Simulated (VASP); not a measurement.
Consider the following.

```
CdZnSe2
1.0
    2.04108     1.17842     6.73043
   -2.04108     1.17842     6.73043
    0.00000    -2.35684     6.73043
Zn Cd Se
1 1 2
Direct
  0.49922   0.49922   0.49922
  0.00211   0.00211   0.00211
  0.13045   0.13045   0.13045
  0.61821   0.61821   0.61821
```

Computed with LDA (Ceperley-Alder, Perdew-Zunger) with spin-orbit coupling, VASP's LDA PAW potentials (set 64) (plane waves; VASP). Numerical set-up: 400 eV cut-off, 6×6×6 Γ-centred mesh, Gaussian smearing of 0.050 eV, potentials Zn Cd Se.

Q: Estimate the energy per atom (σ→0), band gap (over mesh and band path) with the smallest direct gap where there is one.

A: 
* **band gap (over mesh and band path)**: 0.48 eV
* **smallest direct gap (over mesh and band path)**: 0.48 eV
* **energy per atom (σ→0)**: -3.525 eV/atom

The structure comes from a computed database's ZnCdSe2 entry (R3m); how it stands against other phases isn't given here. It was relaxed first, which changed the volume by -9 %.
